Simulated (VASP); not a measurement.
Energy against volume of HfN (rock salt). Level of theory: vdW-DF2, VASP's PBE PAW potentials (set 64) (plane waves; VASP). Run with 520 eV cut-off, 14×14×14 Γ-centred mesh, first-order Methfessel-Paxton smearing of 0.10 eV, potentials Hf_pv N.

```tsv
V (Å³/atom)	E (eV/atom)
11.602	-8.27158
11.972	-8.29993
12.342	-8.30878
12.712	-8.30103
```

Problem. Fit these four points and predict the energy of the run at 13.083 Å³/atom.

Solution. A cubic in V^(−2/3), the third-order Birch-Murnaghan form, passes through the four points with V0 = 12.34 Å³/atom and B0 = 239 GPa, and gives -8.2791 eV/atom there. The run gave -8.2791 eV/atom, -0.1 meV/atom from the fit; all five points give B0 = 239 GPa.

The compound is HfN in the rock salt structure. It was relaxed first, which changed the volume by +7 %.
